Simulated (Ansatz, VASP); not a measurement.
**Zr3MoC: VASP beside Ansatz**

```xyz
5
Lattice="4.9425 0.0000 0.0000 0.0000 4.9425 0.0000 0.0000 0.0000 4.9425" Properties=species:S:1:pos:R:3 pbc="T T T"
Zr    2.4713    0.0000    0.0000
Zr    0.0000    2.4713    0.0000
Zr    0.0000    0.0000    2.4713
Mo    0.0000    0.0000    0.0000
C     2.4713    2.4713    2.4713
```

The cell was built by a generator and needn't be a form met in nature.

Alike in both runs: task relaxation of cell and atoms; functional RPBE; k mesh 5 × 5 × 5; occupations fermi-dirac, width 0.05 eV; no spin polarisation.

|  | VASP | Ansatz |
| --- | --- | --- |
| version | VASP 6.6.1 | Ansatz 0.2.0 |
| potentials or method | VASP PAW PBE potentials, release 64 (Zr_sv, Mo_sv, C) | Ansatz PAW |
| plane-wave cutoff (eV) | 600 | 420 |
| valence electrons in the cell | 54 | 54 |

```tsv
	VASP	Ansatz	Ansatz less VASP
gap on the k mesh at the Fermi level, each at its own relaxed structure (eV)	none	none	-
relaxed volume (Å³/atom)	25.03	24.98	-0.058
relaxed cell length with the largest relative difference (Å)	5.002	4.998	-0.0039
energy change over the relaxation (meV/atom)	-7	-6	+0.9
```

A gap of «none» marks a metal or a gap that the smearing closes.

Caveats: the PAW data sets were made with another functional, which shifts forces and pressure a little (VASP); the plane-wave basis is chosen anew once the cell has moved, so the energies of steps on either side of that aren't comparable (Ansatz); the PAW data sets come from PBE, with cores solved anew for the run's functional, which leaves a small shift of forces and pressure (Ansatz).
